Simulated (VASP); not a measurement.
Method: G0W0 on PBE orbitals, VASP's PBE PAW potentials (set 64) (plane waves; VASP).

Input for VASP

POSCAR:
```
CdSe
1
    0.0000000000     3.0250000000     3.0250000000
    3.0250000000     0.0000000000     3.0250000000
    3.0250000000     3.0250000000     0.0000000000
Cd Se
1 1
Direct
  0.0000000000   0.0000000000   0.0000000000
  0.2500000000   0.2500000000   0.2500000000
```

KPOINTS:
```
kpoints
0
G
4 4 4
```

### INCAR
```
PREC  =  Normal
NOMEGA  =  64
ISMEAR  =  0   ! Gaussian
SYSTEM  =  CdSe
SIGMA  =  0.01   ! width (eV)
GGA  =  PE
NBANDSGW  =  21
ENCUT  =  500   ! plane-wave cut-off (eV)
ALGO  =  EVGW0
LCHARG  =  .FALSE.
LASPH  =  .TRUE.
NELMGW  =  1
NBANDS  =  160
LWAVE  =  .FALSE.
LSPECTRALGW  =  .TRUE.
ENCUTGW  =  200
LREAL  =  .FALSE.   ! projection in real space or not
```

POTCAR, in this order: Cd_sv_GW Se_GW (PBE.64 set). Program: vasp_std. Read from the step before: WAVECAR, WAVEDER.

The run wrote:

File OSZICAR:
```
energies w=
    0.000    0.000    1.092    0.000    2.181    0.000    3.266    0.000
    4.344    0.000    5.413    0.000    6.472    0.000    7.520    0.000
    8.555    0.000    9.577    0.000   10.585    0.000   11.580    0.000
   12.561    0.000   13.530    0.000   14.486    0.000   15.431    0.000
   16.366    0.000   17.293    0.000   18.211    0.000   19.124    0.000
   20.032    0.000   20.938    0.000   21.843    0.000   22.749    0.000
   23.658    0.000   24.572    0.000   25.494    0.000   26.425    0.000
   27.369    0.000   28.327    0.000   29.304    0.000   30.302    0.000
   31.325    0.000   32.376    0.000   33.459    0.000   34.580    0.000
   35.743    0.000   36.955    0.000   38.221    0.000   39.549    0.000
   40.947    0.000   42.426    0.000   43.996    0.000   45.670    0.000
   47.465    0.000   49.396    0.000   51.487    0.000   53.763    0.000
   56.254    0.000   58.998    0.000   62.042    0.000   65.443    0.000
   69.275    0.000   73.630    0.000   78.630    0.000   84.433    0.000
   91.256    0.000   99.397    0.000  109.279    0.000  121.525    0.000
  137.091    0.000  157.521    0.000  185.483    0.000  226.021    0.000
NQ=   1    0.0000    0.0000    0.0000,
 performed        298000 updates of chi_q(r,r)
NQ=   2    0.2500    0.0000    0.0000,
 performed        784000 updates of chi_q(r,r)
NQ=   3    0.5000    0.0000    0.0000,
 performed       1216000 updates of chi_q(r,r)
NQ=   4    0.2500    0.2500    0.0000,
 performed       1702000 updates of chi_q(r,r)
NQ=   5    0.5000    0.2500    0.0000,
 performed       2336000 updates of chi_q(r,r)
NQ=   6   -0.2500    0.2500    0.0000,
 performed       2916000 updates of chi_q(r,r)
NQ=   7    0.5000    0.5000    0.0000,
 performed       3308000 updates of chi_q(r,r)
NQ=   8   -0.2500    0.5000    0.2500,
 performed       3781000 updates of chi_q(r,r)
 resolving degeneracies of screened two electron integrals
```

OUTCAR:
```


 k-point   1 :       0.0000    0.0000    0.0000
  band No.  KS-energies  QP-energies   sigma(KS)   V_xc(KS)     V^pw_x(r,r')   Z            occupation Imag(sigma)

      1     -99.2283    -103.5306     -38.5186     -32.0294     -55.4569       0.6630       2.0000       3.5182
      2     -60.2982     -63.5068     -35.5256     -31.0017     -48.9964       0.7093       2.0000       3.7372
      3     -60.2982     -63.5068     -35.5256     -31.0017     -48.9964       0.7093       2.0000       3.7372
      4     -60.2982     -63.5068     -35.5256     -31.0017     -48.9964       0.7093       2.0000       3.7372
      5     -10.1955     -11.1619     -13.8735     -12.5207     -19.8710       0.7143       2.0000       1.8021
      6      -5.5329      -7.0756     -26.2477     -24.1503     -31.8897       0.7356       2.0000       0.7486
      7      -5.5329      -7.0756     -26.2477     -24.1503     -31.8897       0.7356       2.0000       0.7486
      8      -5.5329      -7.0756     -26.2477     -24.1503     -31.8897       0.7356       2.0000       0.7486
      9      -5.1433      -6.7003     -27.3977     -25.2886     -33.0241       0.7382       2.0000       0.6644
     10      -5.1433      -6.7003     -27.3977     -25.2886     -33.0241       0.7382       2.0000       0.6644
     11       2.4812       1.7068     -15.0354     -14.0394     -16.6550       0.7775       2.0000       0.3271
     12       2.4812       1.7068     -15.0354     -14.0394     -16.6550       0.7775       2.0000       0.3271
     13       2.4812       1.7068     -15.0354     -14.0394     -16.6550       0.7775       2.0000       0.3271
     14       3.0979       3.3998     -10.0874     -10.4604      -6.6365       0.8094       0.0000      -0.2845
     15       8.4032       8.8215      -9.5327     -10.0526      -5.4772       0.8045       0.0000      -0.4286
     16       8.4032       8.8215      -9.5327     -10.0526      -5.4772       0.8045       0.0000      -0.4286
     17       8.4032       8.8215      -9.5327     -10.0526      -5.4772       0.8045       0.0000      -0.4286
     18      12.3177      12.6577      -8.3865      -8.8036      -3.4781       0.8150       0.0000      -0.6996
     19      13.6054      14.1303      -9.8789     -10.5314      -5.3074       0.8045       0.0000      -0.6465
     20      13.6054      14.1303      -9.8789     -10.5314      -5.3074       0.8045       0.0000      -0.6465
     21      14.5455      14.7478      -7.2388      -7.4864      -2.5125       0.8170       0.0000      -0.7892

 k-point   2 :       0.2500    0.0000    0.0000
  band No.  KS-energies  QP-energies   sigma(KS)   V_xc(KS)     V^pw_x(r,r')   Z            occupation Imag(sigma)

      1     -99.2281    -103.5860     -38.5183     -32.0293     -55.4568       0.6716       2.0000       3.5184
      2     -60.2979     -63.5210     -35.5258     -31.0014     -48.9956       0.7124       2.0000       3.7366
      3     -60.2979     -63.5210     -35.5258     -31.0014     -48.9956       0.7124       2.0000       3.7366
      4     -60.2979     -63.5210     -35.5258     -31.0014     -48.9956       0.7124       2.0000       3.7366
      5     -10.0019     -10.9583     -14.2386     -12.8988     -20.1851       0.7138       2.0000       1.7451
      6      -5.4758      -7.0200     -26.4128     -24.3158     -32.0582       0.7364       2.0000       0.7410
      7      -5.4758      -7.0200     -26.4128     -24.3158     -32.0582       0.7364       2.0000       0.7410
      8      -5.3157      -6.8546     -25.9819     -23.9095     -31.5374       0.7425       2.0000       0.7468
      9      -5.1408      -6.7012     -27.3978     -25.2896     -33.0290       0.7401       2.0000       0.6663
     10      -5.1408      -6.7012     -27.3978     -25.2896     -33.0290       0.7401       2.0000       0.6663
     11      -0.2330      -1.1499     -13.8525     -12.6704     -15.8536       0.7756       2.0000       0.4651
     12       2.0657       1.2504     -14.6015     -13.5529     -16.2815       0.7775       2.0000       0.3462
     13       2.0657       1.2504     -14.6015     -13.5529     -16.2815       0.7775       2.0000       0.3462
     14       4.7903       5.1410     -10.3097     -10.7455      -6.7102       0.8048       0.0000      -0.3208
     15       8.4501       8.8015      -9.5773     -10.0158      -5.4787       0.8014       0.0000      -0.4609
     16       8.9311       9.3674      -9.6277     -10.1714      -5.4754       0.8026       0.0000      -0.4592
     17       8.9311       9.3674      -9.6277     -10.1714      -5.4754       0.8026       0.0000      -0.4592
     18      12.5556      12.9302      -9.0047      -9.4685      -4.5742       0.8077       0.0000      -0.6080
     19      12.5556      12.9302      -9.0047      -9.4685      -4.5742       0.8077       0.0000      -0.6080
     20      12.5998      12.7366      -7.2258      -7.3938      -2.6248       0.8147       0.0000      -0.6722
     21      15.9518      16.4199      -8.7157      -9.2884      -3.5945       0.8175       0.0000      -0.9170

 k-point   3 :       0.5000    0.0000    0.0000
  band No.  KS-energies  QP-energies   sigma(KS)   V_xc(KS)     V^pw_x(r,r')   Z            occupation Imag(sigma)

      1     -99.2281    -103.5527     -38.5181     -32.0294     -55.4569       0.6665       2.0000       3.5186
      2     -60.2981     -63.5161     -35.5260     -31.0013     -48.9951       0.7112       2.0000       3.7362
      3     -60.2981     -63.5161     -35.5260     -31.0013     -48.9951       0.7112       2.0000       3.7362
      4     -60.2981     -63.5161     -35.5260     -31.0013     -48.9951       0.7112       2.0000       3.7362
      5      -9.8051     -10.7579     -14.7216     -13.3909     -20.6234       0.7161       2.0000       1.6802
      6      -5.4347      -6.9799     -26.5206     -24.4222     -32.1621       0.7364       2.0000       0.7328
      7      -5.4347      -6.9799     -26.5206     -24.4222     -32.1621       0.7364       2.0000       0.7328
      8      -5.1184      -6.6780     -27.4879     -25.3827     -33.1342       0.7408       2.0000       0.6687
      9      -5.1184      -6.6780     -27.4879     -25.3827     -33.1342       0.7408       2.0000       0.6687
     10      -4.8336      -6.3363     -26.9474     -24.9217     -32.5092       0.7418       2.0000       0.7014
     11      -2.0090      -3.1115     -12.2626     -10.8327     -14.7980       0.7711       2.0000       0.6776
     12       1.7080       0.8561     -14.2372     -13.1396     -15.9904       0.7762       2.0000       0.3671
     13       1.7080       0.8561     -14.2372     -13.1396     -15.9904       0.7762       2.0000       0.3671
     14       4.8744       5.2488     -10.1086     -10.5717      -6.4170       0.8087       0.0000      -0.3279
     15       8.9170       9.3073      -9.4456      -9.9305      -5.3803       0.8050       0.0000      -0.4532
     16       8.9170       9.3073      -9.4456      -9.9305      -5.3803       0.8050       0.0000      -0.4532
     17       9.9221      10.1924      -8.8443      -9.1826      -4.3854       0.7987       0.0000      -0.6037
     18      12.5339      12.7931      -7.8775      -8.1973      -3.1066       0.8105       0.0000      -0.7010
     19      14.5920      15.1384      -9.3127      -9.9895      -4.3577       0.8073       0.0000      -0.7802
     20      14.5920      15.1384      -9.3127      -9.9895      -4.3577       0.8073       0.0000      -0.7802
     21      15.5990      16.3087      -9.5058     -10.3729      -4.3884       0.8186       0.0000      -0.9070

 k-point   4 :       0.2500    0.2500    0.0000
  band No.  KS-energies  QP-energies   sigma(KS)   V_xc(KS)     V^pw_x(r,r')   Z            occupation Imag(sigma)

      1     -99.2280    -103.5933     -38.5182     -32.0293     -55.4567       0.6727       2.0000       3.5184
      2     -60.2977     -63.5291     -35.5258     -31.0013     -48.9953       0.7142       2.0000       3.7364
      3     -60.2977     -63.5291     -35.5258     -31.0013     -48.9953       0.7142       2.0000       3.7364
      4     -60.2977     -63.5291     -35.5258     -31.0013     -48.9953       0.7142       2.0000       3.7364
      5      -9.9387     -10.8940     -14.3672     -13.0309     -20.2978       0.7149       2.0000       1.7268
      6      -5.4059      -6.9525     -26.6289     -24.5326     -32.2834       0.7378       2.0000       0.7333
      7      -5.4059      -6.9525     -26.6289     -24.5326     -32.2834       0.7378       2.0000       0.7333
      8      -5.3711      -6.9086     -25.7287     -23.6511     -31.2567       0.7400       2.0000       0.7487
      9      -5.1508      -6.7010     -27.0967     -25.0012     -32.7034       0.7398       2.0000       0.6801
     10      -5.1121      -6.6737     -27.4871     -25.3799     -33.1251       0.7411       2.0000       0.6641
     11      -0.1166      -0.9923     -14.4123     -13.2836     -16.3667       0.7758       2.0000       0.4482
     12       1.4149       0.5425     -13.9621     -12.8359     -15.7485       0.7747       2.0000       0.3801
     13       1.4149       0.5425     -13.9621     -12.8359     -15.7485       0.7747       2.0000       0.3801
     14       5.8011       6.1406     -10.3960     -10.8201      -6.7430       0.8003       0.0000      -0.3542
     15       6.6754       7.0048      -9.5041      -9.9114      -5.6832       0.8086       0.0000      -0.3742
     16      10.1458      10.6408      -9.9049     -10.5240      -5.4741       0.7995       0.0000      -0.5439
     17      10.1458      10.6408      -9.9049     -10.5240      -5.4741       0.7995       0.0000      -0.5439
     18      10.3386      10.5477      -8.4229      -8.6807      -4.3242       0.8111       0.0000      -0.5107
     19      14.0559      14.5882      -9.4987     -10.1597      -4.7986       0.8052       0.0000      -0.6755
     20      15.8070      16.3077      -8.8222      -9.4345      -3.6845       0.8176       0.0000      -0.9036
     21      16.5875      16.8815      -7.5524      -7.9099      -2.6677       0.8221       0.0000      -0.9060

 k-point   5 :       0.5000    0.2500    0.0000
  band No.  KS-energies  QP-energies   sigma(KS)   V_xc(KS)     V^pw_x(r,r')   Z            occupation Imag(sigma)

      1     -99.2281    -103.5789     -38.5181     -32.0294     -55.4569       0.6705       2.0000       3.5187
      2     -60.2982     -63.5121     -35.5261     -31.0012     -48.9948       0.7103       2.0000       3.7360
      3     -60.2982     -63.5121     -35.5261     -31.0012     -48.9948       0.7103       2.0000       3.7360
      4     -60.2982     -63.5121     -35.5261     -31.0012     -48.9948       0.7103       2.0000       3.7360
      5      -9.7451     -10.7004     -14.8635     -13.5349     -20.7536       0.7190       2.0000       1.6631
...
```
(Selected blocks of OUTCAR.)

The mesh is coarse and the basis finite, so the quasiparticle values are not converged. VASP warned that its frequency grid is unfit for quasiparticle energies.

The compound is CdSe in the zinc blende structure, whereas wurtzite is the usual form. The cell was not relaxed at this level. The k-mesh is coarse (spacing up to 0.45 per Å, 2π included), so the numbers may not be converged in it.
